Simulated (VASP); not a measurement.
Data:

```xyz
2
Lattice="0.0000 2.8059 2.8059 2.8059 0.0000 2.8059 2.8059 2.8059 0.0000" Properties=species:S:1:pos:R:3 pbc="T T T"
Fe     0.0000     0.0000     0.0000
Si     1.4030     1.4030     1.4030
```
Starting moments (μB, in the order of the record's atoms Fe Si): 4.0 0.0.

Method: PBEsol GGA, VASP's PBE PAW potentials (set 64) (plane waves; VASP). Settings: 400 eV cut-off, 10×10×10 Γ-centred mesh, first-order Methfessel-Paxton smearing of 0.10 eV, potentials Fe Si.

Energy and stress use the plane-wave basis of the starting cell.

Q: The ions, cell shape and volume are relaxed. Which structure does the run end with?

A: 
```xyz
2
Lattice="0.0000 2.5521 2.5521 2.5521 0.0000 2.5521 2.5521 2.5521 0.0000" Properties=species:S:1:pos:R:3 pbc="T T T"
Fe     0.0000     0.0000     0.0000
Si     1.2761     1.2761     1.2761
```
Space group F-43m (216), at a tolerance of 0.03 Å. The cell ends with 1.00 μB, on the sites 1.12 -0.08 μB.

Q: How do energy and volume change from the first to the last step?

A: The energy (σ→0) changes by -297.0 meV/atom and the volume by -24.8 %, in 14 ionic steps.

The structure was generated: FeSi was put into the zinc blende type (F-43m), which need not be its known phase. This run relaxes it. Symmetry was kept, so distortions that lower it aren't found.
